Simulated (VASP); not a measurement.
Calculation: PBEsol GGA, VASP's PBE PAW potentials (set 64) (plane waves; VASP 6.6.1).

VASP input:

INCAR:
```
# general
SYSTEM  = ZnS
PREC    = Accurate
ENCUT   = 520
LREAL   = F
LASPH   = T

# electronic loop
EDIFF   = 1E-7
NELM    = 100
ALGO    = Normal
LMAXMIX = 4

# smearing
ISMEAR  = 0
SIGMA   = 0.05

# functional
GGA     = PS

# ions
ISIF    = 2

# output
LWAVE   = F
LCHARG  = F
```

**KPOINTS**
```
Automatic mesh
0
gamma
9 9 9
0 0 0
```

POSCAR:
```
ZnS
1
    0.0000000000     2.7068671962     2.7068671962
    2.7068671962     0.0000000000     2.7068671962
    2.7068671962     2.7068671962     0.0000000000
Zn S
1 1
Direct
  0.0000000000   0.0000000000   0.0000000000
  0.2500000000   0.2500000000   0.2500000000
```

POTCAR, in this order: Zn S (PBE.64 set). Program: vasp_std.

The run wrote:

**OSZICAR**
```
       N       E                     dE             d eps       ncg     rms          rms(c)
DAV:   1     0.869247793495E+02    0.86925E+02   -0.93258E+03   910   0.165E+03
DAV:   2    -0.190093898498E+01   -0.88826E+02   -0.83995E+02   995   0.280E+02
DAV:   3    -0.790739611123E+01   -0.60065E+01   -0.59787E+01  1120   0.738E+01
DAV:   4    -0.798400265700E+01   -0.76607E-01   -0.76574E-01  1020   0.894E+00
DAV:   5    -0.798516055840E+01   -0.11579E-02   -0.11579E-02  1120   0.108E+00    0.680E+00
DAV:   6    -0.759823832950E+01    0.38692E+00   -0.10169E+00  1239   0.396E+01    0.530E+00
DAV:   7    -0.758432621088E+01    0.13912E-01   -0.33427E-01   945   0.597E+00    0.252E+00
DAV:   8    -0.758130600765E+01    0.30202E-02   -0.54486E-03  1070   0.704E-01    0.684E-01
DAV:   9    -0.758108659577E+01    0.21941E-03   -0.78732E-04  1099   0.391E-01    0.119E-01
DAV:  10    -0.758117442528E+01   -0.87830E-04   -0.20367E-04  1082   0.215E-01    0.772E-02
DAV:  11    -0.758117180949E+01    0.26158E-05   -0.56140E-05  1115   0.175E-01    0.988E-03
DAV:  12    -0.758117181642E+01   -0.69285E-08   -0.22529E-06  1147   0.265E-02    0.364E-03
DAV:  13    -0.758117194717E+01   -0.13075E-06   -0.80054E-07   950   0.944E-03    0.148E-03
DAV:  14    -0.758117187672E+01    0.70454E-07   -0.50518E-08   690   0.293E-03
   1 F= -.75811719E+01 E0= -.75811719E+01  d E =-.173197E-13
```

File OUTCAR:
```
------------------------ aborting loop because EDIFF is reached ----------------------------------------
  FORCE on cell =-STRESS in cart. coord.  units (eV):
  Direction    XX          YY          ZZ          XY          YZ          ZX
  --------------------------------------------------------------------------------------
  Total       -0.5359821     -0.5359821     -0.5359821     -0.0000000      0.0000000      0.0000000
  in kB      -21.6486107    -21.6486107    -21.6486107     -0.0000000      0.0000000      0.0000000
  external PRESSURE =     -21.6486107 kB  Pullay stress =       0.0000000 kB
  volume of cell :       39.67
      direct lattice vectors                 reciprocal lattice vectors
     0.000000000  2.706867196  2.706867196    -0.184715379  0.184715379  0.184715379
     2.706867196  0.000000000  2.706867196     0.184715379 -0.184715379  0.184715379
     2.706867196  2.706867196  0.000000000     0.184715379  0.184715379 -0.184715379
  FREE ENERGIE OF THE ION-ELECTRON SYSTEM (eV)
  ---------------------------------------------------
  free  energy   TOTEN  =        -7.5811718767 eV

  energy  without entropy=       -7.5811718767  energy(sigma->0) =       -7.58117188
```
(Selected blocks of OUTCAR.)

OUTCAR:
```
 val. band max:        1.9627403705   @ k =   0.0000   0.0000   0.0000

 cond. band min:       3.9175610300   @ k =   0.0000   0.0000   0.0000


 Fermi energy:         2.2005729724

 k-point     1 :       0.0000    0.0000    0.0000
  band No.  band energies     occupation
      1     -11.1544      2.00000
      2      -4.3863      2.00000
      3      -4.3863      2.00000
      4      -4.3863      2.00000
      5      -3.8933      2.00000
      6      -3.8933      2.00000
      7       1.9627      2.00000
      8       1.9627      2.00000
      9       1.9627      2.00000
     10       3.9176      0.00000
     11       8.2746      0.00000
     12       8.2746      0.00000
     13       8.2746      0.00000

 k-point     2 :       0.1111    0.0000    0.0000
  band No.  band energies     occupation
      1     -11.0610      2.00000
      2      -4.3869      2.00000
      3      -4.3695      2.00000
      4      -4.3695      2.00000
      5      -3.8948      2.00000
      6      -3.8948      2.00000
      7       1.0060      2.00000
      8       1.8434      2.00000
      9       1.8434      2.00000
     10       4.6461      0.00000
     11       8.1659      0.00000
     12       8.4817      0.00000
     13       8.4817      0.00000

 k-point     3 :       0.2222    0.0000    0.0000
  band No.  band energies     occupation
      1     -10.8085      2.00000
      2      -4.3614      2.00000
      3      -4.3303      2.00000
      4      -4.3303      2.00000
      5      -3.8938      2.00000
      6      -3.8938      2.00000
      7      -0.5238      2.00000
      8       1.5672      2.00000
      9       1.5672      2.00000
     10       5.2714      0.00000
     11       8.5347      0.00000
     12       8.8449      0.00000
     13       8.8449      0.00000

 k-point     4 :       0.3333    0.0000    0.0000
  band No.  band energies     occupation
      1     -10.4876      2.00000
      2      -4.2932      2.00000
      3      -4.2932      2.00000
...
```

The compound is ZnS in the zinc blende structure. This cell is one point of a volume scan, at 1.03 of the reference volume.
